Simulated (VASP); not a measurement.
All values below come from PBEsol GGA, VASP's PBE PAW potentials (set 64) (plane waves; VASP 6.6.1).

VASP input:

File POSCAR:
```
Cu
1
   -2.2451520000     2.2451520000     1.2249820000
    2.2451520000    -2.2451520000     1.2249820000
    2.2451520000     2.2451520000    -1.2249820000
Cu
2
Direct
  0.7500000000   0.2500000000   0.5000000000
  0.0000000000   0.0000000000   0.0000000000
```

### KPOINTS
```
Automatic mesh
0
G
15 15 15
```

**INCAR**
```
SYSTEM  =  Cu
PREC  =  Accurate; ENCUT  =  400; LREAL  =  F
LASPH  =  T
EDIFF  =  1E-6; NELM  =  100; ALGO  =  Normal
LMAXMIX  =  4
ISMEAR  =  1; SIGMA  =  0.1
GGA  =  PS
IBRION  =  2; NSW  =  60; ISIF  =  3
EDIFFG  =  -0.01
LWAVE  =  F; LCHARG  =  F
```

POTCAR, in this order: Cu (PBE.64 set). Program: vasp_std.

The resulting files:

**OSZICAR**
```
       N       E                     dE             d eps       ncg     rms          rms(c)
DAV:   1     0.115055543020E+03    0.11506E+03   -0.92144E+03  9064   0.215E+03
DAV:   2    -0.598410900782E+01   -0.12104E+03   -0.11636E+03  8640   0.303E+02
DAV:   3    -0.977222242782E+01   -0.37881E+01   -0.36693E+01 10383   0.864E+01
DAV:   4    -0.980122983087E+01   -0.29007E-01   -0.29003E-01  9743   0.748E+00
DAV:   5    -0.980168338454E+01   -0.45355E-03   -0.45355E-03 11732   0.810E-01    0.113E+01
DAV:   6    -0.873188097663E+01    0.10698E+01   -0.19133E+01  8773   0.120E+02    0.592E+00
DAV:   7    -0.790452637508E+01    0.82735E+00   -0.34788E+00  8990   0.494E+01    0.612E-01
DAV:   8    -0.788879127749E+01    0.15735E-01   -0.40876E-02 12365   0.379E+00    0.595E-01
DAV:   9    -0.788261131773E+01    0.61800E-02   -0.17567E-02 10096   0.349E+00    0.281E-02
DAV:  10    -0.788264208637E+01   -0.30769E-04   -0.32866E-04 12811   0.324E-01    0.816E-03
DAV:  11    -0.788264278574E+01   -0.69938E-06   -0.31912E-06  8419   0.399E-02
   1 F= -.78826428E+01 E0= -.78826209E+01  d E =-.788264E+01
       N       E                     dE             d eps       ncg     rms          rms(c)
DAV:   1    -0.806851059706E+01   -0.18587E+00   -0.40230E+00 11742   0.332E+01    0.301E+00
DAV:   2    -0.795076217691E+01    0.11775E+00   -0.65125E-01 10390   0.218E+01    0.145E+00
DAV:   3    -0.791038492306E+01    0.40377E-01   -0.13868E-01  9683   0.993E+00    0.878E-01
DAV:   4    -0.789437297400E+01    0.16012E-01   -0.19870E-02 13723   0.352E+00    0.587E-02
DAV:   5    -0.789446270880E+01   -0.89735E-04   -0.94723E-04 10409   0.434E-01    0.292E-02
DAV:   6    -0.789446281333E+01   -0.10454E-06   -0.15300E-05 13104   0.743E-02    0.420E-03
DAV:   7    -0.789446310340E+01   -0.29007E-06   -0.66697E-07  5477   0.183E-02
   2 F= -.78944631E+01 E0= -.78945385E+01  d E =-.118203E-01
       N       E                     dE             d eps       ncg     rms          rms(c)
DAV:   1    -0.789449071081E+01   -0.27897E-04   -0.69056E-04 11448   0.410E-01    0.404E-02
DAV:   2    -0.789447078862E+01    0.19922E-04   -0.11977E-04 10334   0.291E-01    0.199E-02
DAV:   3    -0.789446300735E+01    0.77813E-05   -0.26348E-05  9788   0.136E-01    0.118E-02
DAV:   4    -0.789445999217E+01    0.30152E-05   -0.23112E-06  8848   0.447E-02    0.767E-04
DAV:   5    -0.789446009412E+01   -0.10195E-06   -0.12752E-06  4827   0.156E-02
   3 F= -.78944601E+01 E0= -.78945324E+01  d E =-.118173E-01
       N       E                     dE             d eps       ncg     rms          rms(c)
DAV:   1    -0.794008380377E+01   -0.45624E-01   -0.64977E-01  8752   0.197E+01    0.176E+00
DAV:   2    -0.791158417445E+01    0.28500E-01   -0.36391E-01  8976   0.162E+01    0.747E-01
DAV:   3    -0.789642962059E+01    0.15155E-01   -0.63928E-02  9144   0.681E+00    0.268E-01
DAV:   4    -0.789498606658E+01    0.14436E-02   -0.92783E-04 12490   0.641E-01    0.237E-02
DAV:   5    -0.789497857929E+01    0.74873E-05   -0.93516E-05 12317   0.204E-01    0.843E-03
DAV:   6    -0.789497796439E+01    0.61490E-06   -0.39369E-06 10009   0.381E-02
   4 F= -.78949780E+01 E0= -.78951022E+01  d E =-.517870E-03
       N       E                     dE             d eps       ncg     rms          rms(c)
DAV:   1    -0.789863325156E+01   -0.36547E-02   -0.51842E-02  8787   0.562E+00    0.489E-01
DAV:   2    -0.789631230118E+01    0.23210E-02   -0.27993E-02  9025   0.445E+00    0.202E-01
DAV:   3    -0.789519733553E+01    0.11150E-02   -0.48119E-03  9130   0.187E+00    0.770E-02
DAV:   4    -0.789507883529E+01    0.11850E-03   -0.75725E-05 12804   0.195E-01    0.425E-03
DAV:   5    -0.789507927864E+01   -0.44336E-06   -0.39861E-06  8904   0.327E-02
   5 F= -.78950793E+01 E0= -.78951873E+01  d E =-.619185E-03
```

OUTCAR:
```
------------------------ aborting loop because EDIFF is reached ----------------------------------------
  FORCE on cell =-STRESS in cart. coord.  units (eV):
  Direction    XX          YY          ZZ          XY          YZ          ZX
  --------------------------------------------------------------------------------------
  Total       -0.0151776     -0.0151776     -0.0075199      0.0000000      0.0000000      0.0000000
  in kB       -0.9788805     -0.9788805     -0.4849984      0.0000000      0.0000000      0.0000000
  external PRESSURE =      -0.8142532 kB  Pullay stress =       0.0000000 kB
  volume of cell :       24.84
      direct lattice vectors                 reciprocal lattice vectors
    -2.272773696  2.272773696  1.202299317     0.000000000  0.219995506  0.415869820
     2.272773696 -2.272773696  1.202299317     0.219995506  0.000000000  0.415869820
     2.272773696  2.272773696 -1.202299317     0.219995506  0.219995506  0.000000000
 POSITION                                       TOTAL-FORCE (eV/Angst)
 -----------------------------------------------------------------------------------
      0.00000      2.27277      0.60115         0.000000     -0.000000     -0.000000
      0.00000      0.00000      0.00000        -0.000000      0.000000      0.000000
 -----------------------------------------------------------------------------------
    total drift:                                0.000000      0.000000     -0.000000
  FREE ENERGIE OF THE ION-ELECTRON SYSTEM (eV)
  ---------------------------------------------------
  free  energy   TOTEN  =        -7.8950792786 eV

  energy  without entropy=       -7.8954034204  energy(sigma->0) =       -7.89518733

 reached required accuracy - stopping structural energy minimisation
```
(Selected blocks of OUTCAR.)

### CONTCAR
```
Cu
   1.00000000000000
    -2.2727736958794180    2.2727736958794180    1.2022993170900902
     2.2727736958794180   -2.2727736958794180    1.2022993170900902
     2.2727736958794180    2.2727736958794180   -1.2022993170900902
  Cu
     2
Direct
     0.7500000000000000    0.2500000000000000    0.5000000000000000
     0.0000000000000000    0.0000000000000000    0.0000000000000000
```

The structure was generated: Cu was put into the beta-Sn type (I4_1/amd), which need not be its known phase. This run relaxes it. Symmetry was kept, so distortions that lower it aren't found.
